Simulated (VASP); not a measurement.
Data:

```
MnF2
1.0
    2.95402     0.00000     0.00000
   -1.47701     2.55826     0.00000
    0.00000     0.00000     4.76545
Mn F
1 2
Cartesian
  0.00000   0.00000   0.00000
  0.00000   1.70551   1.20089
  1.47701   0.85275   3.56456
```
Starting moments (μB, in the order of the record's atoms Mn F F): 4.0 0.0 0.0.

Method: PBE GGA, VASP's PBE PAW potentials (set 64) (plane waves; VASP 6.6.1). Numerical set-up: 400 eV cut-off, 8×8×5 Γ-centred mesh, Gaussian smearing of 0.10 eV, potentials Mn_pv F.

At this cut-off the stress carries a Pulay error, which pulls relaxed volumes low. The moments were started parallel, and other spin orders were not tried in this run.

The ions, cell shape and volume are relaxed. Give the cell that the relaxation ends in.

```
MnF2
1.0
    3.09906     0.00000     0.00000
   -1.54953     2.68387     0.00000
    0.00000     0.00000     4.31150
Mn F
1 2
Direct
  0.00000   0.00000   0.00000
  0.33333   0.66667   0.25044
  0.66667   0.33333   0.74956
```
Space group P-3m1 (164), at a tolerance of 0.03 Å. The cell ends with 5.00 μB, on the sites 4.55 0.12 0.12 μB.

How do energy and volume change from the first to the last step?

The energy (σ→0) changes by -69.9 meV/atom and the volume by -0.4 %, in 20 ionic steps.

```
step  E(σ→0) (eV)  max force (eV/Å)  pressure (GPa)  volume (Å³)
----  -----------  ----------------  --------------  -----------
1        -18.8155             0.172            4.02        36.01
2        -18.9602             0.406           -5.14        37.54
3        -18.9633             0.434           -6.38        37.75
4        -19.0179             0.278            2.28        35.88
5        -19.0215             0.133            0.49        36.26
6        -19.0232             0.075           -0.63        36.29
7        -19.0232             0.070           -0.74        36.30
8        -19.0244             0.070           -0.04        36.03
9        -19.0245             0.069            0.36        35.88
10       -19.0248             0.011           -0.28        35.87
11       -19.0248             0.011           -0.12        35.87
12       -19.0250             0.005            0.15        35.82
13       -19.0250             0.004            0.24        35.81
14       -19.0250             0.025           -0.14        35.88
15       -19.0250             0.011            0.03        35.85
16       -19.0250             0.013            0.01        35.85
17       -19.0250             0.019           -0.05        35.87
18       -19.0250             0.014           -0.03        35.86
19       -19.0250             0.013            0.00        35.86
20       -19.0251             0.009            0.03        35.86
```

The structure was generated: MnF2 was put into an ordered model structure, which need not be its known phase. This run relaxes it. Symmetry was kept, so distortions that lower it aren't found. The run is one of a series of settings (EDIFFG = -0.01, IBRION = 2, ISIF = 3, NSW = 50 against the base run), some of them coarse on purpose.
